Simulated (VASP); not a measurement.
```yaml
crystal:
  lattice:
    - [2.25280, -3.87354, 0.00000]
    - [2.25280, 3.87354, 0.00000]
    - [0.00000, 0.00000, 4.61699]
  atoms:
    - { symbol: Ga, position: [0.15570, 0.84430, 0.91820] }
    - { symbol: Ga, position: [0.34430, 0.65570, 0.41820] }
    - { symbol: Ga, position: [0.65570, 0.34430, 0.58180] }
    - { symbol: Ga, position: [0.84430, 0.15570, 0.08180] }
```

Computed with PBE GGA, VASP's PBE PAW potentials (set 64) (plane waves; VASP). Run with 400 eV cut-off, Gaussian smearing of 0.050 eV, potentials Ga_d.

Q: Give the energies of bands 21 to 30 at the high-symmetry points, in eV from the Fermi level.

A: 
```
band       Γ      Y     C0      Z     A0      T      S      R
----  ------  -----  -----  -----  -----  -----  -----  -----
21    -10.90  -9.26  -8.46  -9.13  -6.81  -7.56  -8.46  -7.12
22     -4.39  -7.18  -7.50  -9.13  -6.81  -7.56  -8.46  -7.12
23     -3.85  -4.08  -6.46  -0.21  -5.98  -5.33  -3.50  -6.18
24     -1.65  -3.10  -1.31  -0.21  -5.98  -5.33  -3.50  -6.18
25     -1.61  -2.02  -1.16   0.03  -3.54  -1.18  -1.43  -1.53
26     -0.78  -1.64  -0.29   0.03  -3.54  -1.18  -1.43  -1.53
27      0.80   1.03  -0.29   0.05   4.15  -0.80   0.57   0.43
28      0.96   1.05   0.78   0.05   4.15  -0.80   0.57   0.43
29      1.15   3.25   1.86   1.90   4.93   6.17   3.91   7.02
30      4.92   3.62   2.90   1.90   4.93   6.17   3.91   7.02
```

It has no gap at this level: it comes out as a metal or semimetal.

The compound is Ga in the alpha structure. It was relaxed first.
